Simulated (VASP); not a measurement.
All values below come from LDA (Ceperley-Alder, Perdew-Zunger), VASP's LDA PAW potentials (set 64) (plane waves; VASP 6.6.1).

Input for VASP

### KPOINTS
```
Automatic
0
G
  5 5 5
```

**INCAR**
```
NELM = 100
LASPH = .True.   # aspherical one-centre terms
ALGO = Normal
LREAL = .False.   # projection in real space or not
PREC = Accurate
SIGMA = 0.1
LCHARG = .False.
ENCUT = 300
LMAXMIX = 4
SYSTEM = SnTe2
ISIF = 2   # forces and stress, cell fixed
ISMEAR = 0
EDIFF = 1E-6   # SCF stop (eV)
LWAVE = .False.
```

POSCAR:
```
SnTe2
1
    2.1151950000     1.2212090000     6.4126830000
   -2.1151950000     1.2212090000     6.4126830000
    0.0000000000    -2.4424170000     6.4126830000
Sn Te
1 2
Direct
  0.0000000000   0.0000000000   0.0000000000
  0.2520000000   0.2520000000   0.2520000000
  0.7480000000   0.7480000000   0.7480000000
```

POTCAR, in this order: Sn_d Te (LDA.64 set). Program: vasp_std.

What VASP printed:

**OUTCAR**
```
 ion  position               nearest neighbor table
   1  0.000  0.000  0.000-   3 2.90   3 2.90   2 2.90   2 2.90   3 2.90   2 2.90
   2  0.252  0.252  0.252-   1 2.90   1 2.90   1 2.90
   3  0.748  0.748  0.748-   1 2.90   1 2.90   1 2.90
  LATTYP: Found a trigonal (rhomboedric) cell.
 ALAT       =     6.8620627051
 COS(alpha) =     0.8099702501
 Subroutine PRICEL returns:
 Original cell was already a primitive cell.
 Subroutine GETGRP returns: Found 12 space group operations
The static configuration has the point symmetry D_3d.
The dynamic configuration has the point symmetry D_3d.
 Subroutine INISYM returns: Found 12 space group operations
 Subroutine IBZKPT returns following result:
 Found     19 irreducible k-points:

 Following reciprocal coordinates:
            Coordinates               Weight
  0.000000  0.000000  0.000000      1.000000
  0.200000  0.000000  0.000000      6.000000
  0.400000  0.000000  0.000000      6.000000
  0.200000  0.200000  0.000000      6.000000
  0.400000  0.200000  0.000000     12.000000
 -0.400000  0.200000  0.000000     12.000000
 -0.200000  0.200000  0.000000      6.000000
...
```

**OSZICAR**
```
       N       E                     dE             d eps       ncg     rms          rms(c)
DAV:   1     0.138073141207E+03    0.13807E+03   -0.88546E+03   654   0.107E+03
DAV:   2    -0.211744164141E+00   -0.13828E+03   -0.13619E+03   737   0.271E+02
DAV:   3    -0.118509270970E+02   -0.11639E+02   -0.11496E+02   846   0.888E+01
DAV:   4    -0.121945007147E+02   -0.34357E+00   -0.34335E+00   851   0.161E+01
DAV:   5    -0.122032150425E+02   -0.87143E-02   -0.87136E-02   919   0.221E+00    0.718E+00
DAV:   6    -0.121062960130E+02    0.96919E-01   -0.16781E-01   789   0.433E+00    0.462E+00
DAV:   7    -0.120853577792E+02    0.20938E-01   -0.84943E-02   843   0.215E+00    0.354E-01
DAV:   8    -0.120830291125E+02    0.23287E-02   -0.11500E-02   733   0.113E+00    0.270E-01
DAV:   9    -0.120829861416E+02    0.42971E-04   -0.94764E-04   714   0.186E-01    0.505E-02
DAV:  10    -0.120829892866E+02   -0.31451E-05   -0.41641E-05   959   0.437E-02    0.245E-02
DAV:  11    -0.120829911346E+02   -0.18480E-05   -0.32435E-06   677   0.125E-02    0.152E-03
DAV:  12    -0.120829911220E+02    0.12623E-07   -0.28170E-07   421   0.404E-03
   1 F= -.12082991E+02 E0= -.12078669E+02  d E =-.864351E-02
```

### OUTCAR
```
------------------------ aborting loop because EDIFF is reached ----------------------------------------
  FORCE on cell =-STRESS in cart. coord.  units (eV):
  Direction    XX          YY          ZZ          XY          YZ          ZX
  --------------------------------------------------------------------------------------
  Total        0.0040687      0.0040687      1.0718160     -0.0000000      0.0000001      0.0000000
  in kB        0.0655891      0.0655891     17.2782398     -0.0000000      0.0000009      0.0000000
  external PRESSURE =       5.8031393 kB  Pullay stress =       0.0000000 kB
  volume of cell :       99.39
      direct lattice vectors                 reciprocal lattice vectors
     2.115195000  1.221209000  6.412683000     0.236384825  0.136476813  0.051980316
    -2.115195000  1.221209000  6.412683000    -0.236384825  0.136476813  0.051980316
     0.000000000 -2.442417000  6.412683000     0.000000000 -0.272953626  0.051980337
 POSITION                                       TOTAL-FORCE (eV/Angst)
 -----------------------------------------------------------------------------------
      0.00000      0.00000      0.00000         0.000000     -0.000000     -0.000000
      0.00000      0.00000      4.84799         0.000000     -0.000000     -1.013598
      0.00000      0.00000     14.39006         0.000000      0.000000      1.013598
 -----------------------------------------------------------------------------------
    total drift:                                0.000000     -0.000000     -0.000000
  FREE ENERGIE OF THE ION-ELECTRON SYSTEM (eV)
  ---------------------------------------------------
  free  energy   TOTEN  =       -12.0829911220 eV

  energy  without entropy=      -12.0743476126  energy(sigma->0) =      -12.07866937
```
(Selected blocks of OUTCAR.)

At this cut-off the stress carries a Pulay error, which pulls relaxed volumes low.

The structure was generated: SnTe2 was put into an ordered model structure, which need not be its known phase. The cell was not relaxed at this level. The k-mesh is coarse (spacing up to 0.35 per Å, 2π included), so the numbers may not be converged in it. The run is one of a series of settings (GGA removed, POTCAR Sn_d Te (LDA.64 set) against the base run), some of them coarse on purpose.
